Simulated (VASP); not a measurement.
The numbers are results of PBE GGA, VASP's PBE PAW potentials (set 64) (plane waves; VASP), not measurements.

VASP input:

INCAR:
```
ALGO  =  Normal
EDIFF  =  1E-7
ENCUT  =  400
GGA  =  PE
ISIF  =  2
ISMEAR  =  -5
LASPH  =  .TRUE.
LCHARG  =  .TRUE.
LEFG  =  .TRUE.
LMAXMIX  =  4
LORBIT  =  11
LREAL  =  .FALSE.
LWAVE  =  .FALSE.
NEDOS  =  601
NELM  =  100
PREC  =  Accurate
SYSTEM  =  SrCl2
```

KPOINTS:
```
Automatic mesh
0
Gamma
6 6 6
0 0 0
```

File POSCAR:
```
SrCl2
1
    0.0000000000     3.5195765713     3.5195765713
    3.5195765713     0.0000000000     3.5195765713
    3.5195765713     3.5195765713     0.0000000000
Sr Cl
1 2
Direct
  0.0000000000   0.0000000000   0.0000000000
  0.2500000000   0.2500000000   0.2500000000
  0.7500000000   0.7500000000   0.7500000000
```

POTCAR, in this order: Sr_sv Cl (PBE.64 set). Program: vasp_std.

Output of the run:

**OUTCAR**
```
 ion  position               nearest neighbor table
   1  0.000  0.000  0.000-   3 3.05   3 3.05   3 3.05   2 3.05   3 3.05   2 3.05   2 3.05   2 3.05
  LATTYP: Found a face centered cubic cell.
 ALAT       =     7.0391531426
 Subroutine PRICEL returns:
 Original cell was already a primitive cell.
 Subroutine GETGRP returns: Found 48 space group operations
The static configuration has the point symmetry O_h .
The dynamic configuration has the point symmetry O_h .
 Subroutine INISYM returns: Found 48 space group operations
 Subroutine IBZKPT returns following result:
 Found     16 irreducible k-points:

 Following reciprocal coordinates:
            Coordinates               Weight
  0.000000  0.000000  0.000000      1.000000
  0.166667  0.000000  0.000000      8.000000
  0.333333  0.000000  0.000000      8.000000
  0.500000  0.000000  0.000000      4.000000
  0.166667  0.166667  0.000000      6.000000
  0.333333  0.166667  0.000000     24.000000
  0.500000  0.166667  0.000000     24.000000
 -0.333333  0.166667  0.000000     24.000000
 -0.166667  0.166667  0.000000     12.000000
  0.333333  0.333333  0.000000      6.000000
  0.500000  0.333333  0.000000     24.000000
 -0.333333  0.333333  0.000000     12.000000
  0.500000  0.500000  0.000000      3.000000
  0.500000  0.333333  0.166667     24.000000
 -0.333333  0.333333  0.166667     24.000000
 -0.333333  0.500000  0.166667     12.000000
   k-points           NKPTS =     16   k-points in BZ     NKDIM =     16   number of bands    NBANDS=     16
   number of dos      NEDOS =    601   number of ions     NIONS =      3
   total plane-waves  NPLWV =  32768
   dimension x,y,z NGX =    32 NGY =   32 NGZ =   32
   dimension x,y,z NGXF=    64 NGYF=   64 NGZF=   64
   ions per type =               1   2
   PREC   = accura    normal or accurate (medium, high low for compatibility)
   ISTART =      0    job   : 0-new  1-cont  2-samecut
   ICHARG =      2    charge: 1-file 2-atom 10-const
   ISPIN  =      1    spin polarized calculation?
   LNONCOLLINEAR =      F non collinear calculations
   LSORBIT =      F    spin-orbit coupling
   INIWAV =      1    electr: 0-lowe 1-rand  2-diag
   ENCUT  =  400.0 eV  29.40 Ry    5.42 a.u.   8.12  8.12  8.12*2*pi/ulx,y,z
   NELM   =    100;   NELMIN=  2; NELMDL= -5     # of ELM steps
   EDIFF  = 0.1E-06   stopping-criterion for ELM
   LREAL  =      F    real-space projection
   NLSPLINE    = F    spline interpolate recip. space projectors
   LMAXMIX     =    4 max onsite mixed and CHGCAR
   VOSKOWN=      0    Vosko Wilk Nusair interpolation
   EDIFFG = 0.1E-05   stopping-criterion for IOM
   NSW    =      0    number of steps for IOM
   NBLOCK =      1;   KBLOCK =      1    inner block; outer block
   IBRION =     -1    ionic relax: 0-MD 1-quasi-New 2-CG
   NFREE  =      0    steps in history (QN), initial steepest desc. (CG)
   ISIF   =      2    stress and relaxation
   ISYM   =      2    0-nonsym 1-usesym 2-fastsym
   TEIN   =    0.0    initial temperature
   TEBEG  =    0.0;   TEEND  =   0.0 temperature during run
   SMASS  =  -3.00    Nose mass-parameter (am)
   PSTRESS=    0.0 pullay stress
   NELECT =      24.0000    total number of electrons
   EFERMI =   0.00;   METHOD = LEGACY
   ISMEAR =    -5;   SIGMA  =   0.20  broadening in eV -4-tet -1-fermi 0-gaus
   IALGO  =     38    algorithm
   LDIAG  =      T    sub-space diagonalisation (order eigenvalues)
   IMIX   =      4    mixing-type and parameters
     AMIX     =   0.40;   BMIX     =  1.00
     AMIX_MAG =   1.60;   BMIX_MAG =  1.00
     AMIN     =   0.10
   GGA     = PE    functional components
   VOSKOWN =     0    Vosko Wilk Nusair interpolation
   LHFCALC =     F    Hartree Fock is set to
   LHFONE  =     F    Hartree Fock one center treatment
...
```

**OSZICAR**
```
       N       E                     dE             d eps       ncg     rms          rms(c)
DAV:   1     0.137709404242E+03    0.13771E+03   -0.10267E+04   512   0.110E+03
DAV:   2    -0.452830166675E+01   -0.14224E+03   -0.14026E+03   672   0.228E+02
DAV:   3    -0.128517577819E+02   -0.83235E+01   -0.83170E+01   728   0.604E+01
DAV:   4    -0.130755588447E+02   -0.22380E+00   -0.22377E+00   864   0.791E+00
DAV:   5    -0.130777399592E+02   -0.21811E-02   -0.21810E-02   752   0.668E-01    0.123E+01
DAV:   6    -0.127710980964E+02    0.30664E+00   -0.82149E-01   696   0.514E+00    0.807E+00
DAV:   7    -0.127801114644E+02   -0.90134E-02   -0.45060E-01   808   0.410E+00    0.209E+00
DAV:   8    -0.127859418452E+02   -0.58304E-02   -0.61254E-02   632   0.145E+00    0.304E-01
DAV:   9    -0.127875170781E+02   -0.15752E-02   -0.27974E-03   760   0.318E-01    0.113E-01
DAV:  10    -0.127888089461E+02   -0.12919E-02   -0.10853E-03   592   0.215E-01    0.303E-02
DAV:  11    -0.127888949728E+02   -0.86027E-04   -0.99404E-05   784   0.577E-02    0.367E-02
DAV:  12    -0.127889066507E+02   -0.11678E-04   -0.14183E-05   608   0.216E-02    0.112E-02
DAV:  13    -0.127889094781E+02   -0.28274E-05   -0.74830E-06   664   0.148E-02    0.311E-03
DAV:  14    -0.127889093917E+02    0.86394E-07   -0.30859E-07   656   0.383E-03
   1 F= -.12788909E+02 E0= -.12788909E+02  d E =0.000000E+00
```

File OUTCAR:
```
------------------------ aborting loop because EDIFF is reached ----------------------------------------
  FORCE on cell =-STRESS in cart. coord.  units (eV):
  Direction    XX          YY          ZZ          XY          YZ          ZX
  --------------------------------------------------------------------------------------
  Total        0.0450594      0.0450594      0.0450594     -0.0000000     -0.0000000      0.0000000
  in kB        0.8279322      0.8279322      0.8279322     -0.0000000     -0.0000000      0.0000000
  external PRESSURE =       0.8279322 kB  Pullay stress =       0.0000000 kB
  volume of cell :       87.20
      direct lattice vectors                 reciprocal lattice vectors
     0.000000000  3.519576571  3.519576571    -0.142062544  0.142062544  0.142062544
     3.519576571  0.000000000  3.519576571     0.142062544 -0.142062544  0.142062544
     3.519576571  3.519576571  0.000000000     0.142062544  0.142062544 -0.142062544
 POSITION                                       TOTAL-FORCE (eV/Angst)
 -----------------------------------------------------------------------------------
      0.00000      0.00000      0.00000         0.000000      0.000000      0.000000
      1.75979      1.75979      1.75979         0.000000      0.000000      0.000000
      5.27936      5.27936      5.27936        -0.000000     -0.000000     -0.000000
 -----------------------------------------------------------------------------------
    total drift:                                0.000000     -0.000000      0.000000
  FREE ENERGIE OF THE ION-ELECTRON SYSTEM (eV)
  ---------------------------------------------------
  free  energy   TOTEN  =       -12.7889093917 eV

  energy  without entropy=      -12.7889093917  energy(sigma->0) =      -12.78890939

 total charge

# of ion       s       p       d       tot
------------------------------------------
    1        1.995   5.764   0.144   7.904
    2        1.592   3.577   0.000   5.168
    3        1.592   3.577   0.000   5.168
--------------------------------------------------
tot          5.179  12.918   0.144  18.241
```
(Selected blocks of OUTCAR.)

OUTCAR:
```
 val. band max:       -0.0185837320   @ k =   0.5000   0.5000   0.0000

 cond. band min:       5.2129750894   @ k =   0.0000   0.0000   0.0000


 Fermi energy:        -0.0016846226

 k-point     1 :       0.0000    0.0000    0.0000
  band No.  band energies     occupation
      1     -32.9965      2.00000
      2     -14.9748      2.00000
      3     -14.9748      2.00000
      4     -14.9748      2.00000
      5     -13.2448      2.00000
      6     -12.4484      2.00000
      7      -2.0539      2.00000
      8      -2.0539      2.00000
      9      -2.0539      2.00000
     10      -0.3453      2.00000
     11      -0.3453      2.00000
     12      -0.3453      2.00000
     13       5.2130      0.00000
     14       6.0833      0.00000
     15       6.0833      0.00000
     16       8.9694      0.00000

 k-point     2 :       0.1667    0.0000    0.0000
  band No.  band energies     occupation
      1     -32.9958      2.00000
      2     -15.0463      2.00000
      3     -14.9778      2.00000
      4     -14.9778      2.00000
      5     -13.1141      2.00000
      6     -12.5016      2.00000
      7      -1.9568      2.00000
      8      -1.9568      2.00000
      9      -1.8802      2.00000
     10      -0.6451      2.00000
     11      -0.4873      2.00000
     12      -0.4873      2.00000
     13       5.7943      0.00000
     14       6.2767      0.00000
     15       6.2767      0.00000
     16       7.9459      0.00000

 k-point     3 :       0.3333    0.0000    0.0000
  band No.  band energies     occupation
      1     -32.9945      2.00000
      2     -15.1643      2.00000
      3     -14.9838      2.00000
      4     -14.9838      2.00000
      5     -12.9118      2.00000
      6     -12.5659      2.00000
      7      -1.7108      2.00000
      8      -1.7108      2.00000
      9      -1.5508      2.00000
     10      -1.1443      2.00000
     11      -0.8046      2.00000
     12      -0.8046      2.00000
     13       6.5782      0.00000
...
```

The compound is SrCl2 in the fluorite structure. It was relaxed first.
